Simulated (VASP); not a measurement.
Method: PBE GGA with D3 dispersion (Becke-Johnson damping), VASP's PBE PAW potentials (set 64) (plane waves; VASP 6.6.1).

The input files of a VASP run:

KPOINTS:
```
Automatic mesh
0
Gamma
11 11 9
0 0 0
```

File POSCAR:
```
ZrB2
1
    1.5559708752    -2.6950210647     0.0000000000
    1.5559708752     2.6950210647     0.0000000000
    0.0000000000     0.0000000000     3.4797664903
Zr B
1 2
Direct
  0.0000000000   0.0000000000   0.0000000000
  0.3333330000   0.6666670000   0.5000000000
  0.6666670000   0.3333330000   0.5000000000
```

### INCAR
```
! general
SYSTEM   =  ZrB2
PREC     =  Accurate
ENCUT    =  520
LREAL    =  F
LASPH    =  T

! electronic loop
EDIFF    =  1E-7
NELM     =  100
ALGO     =  Normal
LMAXMIX  =  4

! smearing
ISMEAR   =  1
SIGMA    =  0.1

! functional
GGA      =  PE
IVDW     =  12

! ions
IBRION   =  2
NSW      =  30
ISIF     =  4
EDIFFG   =  -0.01

! output
LWAVE    =  F
LCHARG   =  F
```

POTCAR, in this order: Zr_sv B (PBE.64 set). Program: vasp_std.

Output

OSZICAR:
```
       N       E                     dE             d eps       ncg     rms          rms(c)
DAV:   1     0.112586973653E+03    0.11259E+03   -0.99884E+03  2080   0.139E+03
DAV:   2    -0.223401275891E+02   -0.13493E+03   -0.13085E+03  2483   0.343E+02
DAV:   3    -0.275689597349E+02   -0.52288E+01   -0.51345E+01  3403   0.590E+01
DAV:   4    -0.276781651239E+02   -0.10921E+00   -0.10917E+00  2598   0.795E+00
DAV:   5    -0.276808418795E+02   -0.26768E-02   -0.26767E-02  3267   0.960E-01    0.242E+01
DAV:   6    -0.249478076310E+02    0.27330E+01   -0.77114E+00  2505   0.205E+01    0.100E+01
DAV:   7    -0.249071705006E+02    0.40637E-01   -0.98667E-01  3159   0.663E+00    0.339E+00
DAV:   8    -0.249095006137E+02   -0.23301E-02   -0.12235E-01  2482   0.332E+00    0.861E-01
DAV:   9    -0.249056897999E+02    0.38108E-02   -0.21272E-02  2547   0.125E+00    0.160E-01
DAV:  10    -0.249056139853E+02    0.75815E-04   -0.98022E-04  2702   0.297E-01    0.463E-02
DAV:  11    -0.249056235967E+02   -0.96114E-05   -0.33303E-05  2818   0.666E-02    0.160E-02
DAV:  12    -0.249056234930E+02    0.10374E-06   -0.30782E-06  2833   0.183E-02    0.336E-03
DAV:  13    -0.249056235741E+02   -0.81078E-07   -0.37966E-07  2563   0.566E-03
   1 F= -.26139643E+02 E0= -.26139663E+02  d E =-.261396E+02
       N       E                     dE             d eps       ncg     rms          rms(c)
DAV:   1    -0.249065892818E+02   -0.96579E-03   -0.45655E-02  2235   0.216E+00    0.152E-01
DAV:   2    -0.249061704001E+02    0.41888E-03   -0.10030E-03  2355   0.277E-01    0.849E-02
DAV:   3    -0.249059985384E+02    0.17186E-03   -0.46211E-04  2405   0.197E-01    0.188E-02
DAV:   4    -0.249059979345E+02    0.60394E-06   -0.10074E-05  2316   0.294E-02    0.763E-03
DAV:   5    -0.249059979814E+02   -0.46885E-07   -0.40126E-07  2647   0.681E-03
   2 F= -.26139889E+02 E0= -.26139897E+02  d E =-.245829E-03
```

### OUTCAR
```
------------------------ aborting loop because EDIFF is reached ----------------------------------------
 Edisp (eV)   -1.23389
  FORCE on cell =-STRESS in cart. coord.  units (eV):
  Direction    XX          YY          ZZ          XY          YZ          ZX
  --------------------------------------------------------------------------------------
  Total       1.44070     1.44070     1.47220     0.00000     0.00000     0.00000
  in kB      79.09353    79.09356    80.82250     0.00000     0.00000     0.00000
  external pressure =       79.67 kB  Pullay stress =        0.00 kB
  volume of cell :       29.18
      direct lattice vectors                 reciprocal lattice vectors
     1.557907272 -2.698375026  0.000000000     0.320943363 -0.185296705 -0.000000000
     1.557907272  2.698375026  0.000000000     0.320943363  0.185296705 -0.000000000
     0.000000000  0.000000000  3.471121502    -0.000000000  0.000000000  0.288091327
 POSITION                                       TOTAL-FORCE (eV/Angst)
 -----------------------------------------------------------------------------------
      0.00000      0.00000      0.00000         0.000000      0.000000     -0.000000
      1.55791      0.89946      1.73556        -0.000000     -0.000000     -0.000000
      1.55791     -0.89946      1.73556         0.000000      0.000000      0.000000
 -----------------------------------------------------------------------------------
    total drift:                               -0.000000     -0.000000      0.000000
  FREE ENERGIE OF THE ION-ELECTRON SYSTEM (eV)
  ---------------------------------------------------
  free  energy   TOTEN  =       -26.1398888086 eV

  energy  without entropy=      -26.1399142303  energy(sigma->0) =      -26.13989728

 reached required accuracy - stopping structural energy minimisation
```
(Selected blocks of OUTCAR.)

CONTCAR:
```
ZrB2
   1.00000000000000
     1.5579072724356338   -2.6983750260891797    0.0000000000000000
     1.5579072724356338    2.6983750260891797    0.0000000000000000
     0.0000000000000000    0.0000000000000000    3.4711215020078181
  Zr              B
     1     2
Direct
     0.0000000000000000    0.0000000000000000    0.0000000000000000
     0.3333330000000032    0.6666669999999968    0.5000000000000000
     0.6666669999999968    0.3333330000000032    0.5000000000000000
```

The compound is ZrB2 in the AlB2 type structure. This cell is one point of a volume scan, at 0.97 of the reference volume. Symmetry was kept, so distortions that lower it aren't found.
